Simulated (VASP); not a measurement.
VASP ran on this input.

POSCAR:
```
NiSi2
1
    0.0000000000     2.6783585764     2.6783585764
    2.6783585764     0.0000000000     2.6783585764
    2.6783585764     2.6783585764     0.0000000000
Si Ni
2 1
Direct
  0.2500000000   0.2500000000   0.2500000000
  0.7500000000   0.7500000000   0.7500000000
  0.0000000000   0.0000000000   0.0000000000
```

### INCAR
```
! general
SYSTEM   =  NiSi2
PREC     =  Accurate
ENCUT    =  520   ! plane-wave cut-off (eV)
LREAL    =  .FALSE.
LASPH    =  .TRUE.   ! aspherical one-centre terms

! electronic loop
EDIFF    =  1E-7   ! SCF stop (eV)
NELM     =  100
ALGO     =  Normal   ! blocked Davidson
LMAXMIX  =  4   ! l cut-off of mixed one-centre charges

! smearing
ISMEAR   =  -5   ! tetrahedra, Bloechl

! ions
ISIF     =  2   ! forces and stress, cell fixed

! output
LWAVE    =  .FALSE.
LCHARG   =  .TRUE.
LORBIT   =  11   ! lm-projected
NEDOS    =  601   ! DOS grid

! other
LEFG     =  .TRUE.
```

KPOINTS:
```
Automatic mesh
0
G
  11 11 11
```

POTCAR, in this order: Si Ni (LDA.64 set). Program: vasp_std.

Translate this LDA calculation to Quantum ESPRESSO's pw.x.

One equivalent input (not run):
```
&CONTROL
  calculation = 'scf'
  pseudo_dir = './pseudo'
  outdir = './out'
  tprnfor = .true.
  tstress = .true.
/
&SYSTEM
  ibrav = 0
  nat = 3
  ntyp = 2
  ecutwfc = 98
  occupations = 'tetrahedra'
  input_dft = 'pz'
/
&ELECTRONS
  conv_thr = 7.3e-09
  electron_maxstep = 100
/
ATOMIC_SPECIES
  Si 28.085 Si.upf
  Ni 58.693 Ni.upf
CELL_PARAMETERS angstrom
     0.0000000    2.6783586    2.6783586
     2.6783586    0.0000000    2.6783586
     2.6783586    2.6783586    0.0000000
ATOMIC_POSITIONS crystal
  Si   0.2500000  0.2500000  0.2500000
  Si   0.7500000  0.7500000  0.7500000
  Ni   0.0000000  0.0000000  0.0000000
K_POINTS automatic
  11 11 11 0 0 0
```
The two are equivalent in intent, not identical: the potentials are each code's own (VASP's PAW set, PseudoDojo norm-conserving files in pw.x), so ENCUT and ecutwfc are chosen apart and not converted; conv_thr bounds pw.x's estimated SCF error, while EDIFF bounds the energy change between steps; the field gradients of LEFG aren't asked of the other code.

The compound is NiSi2 in the fluorite structure. It was relaxed first.
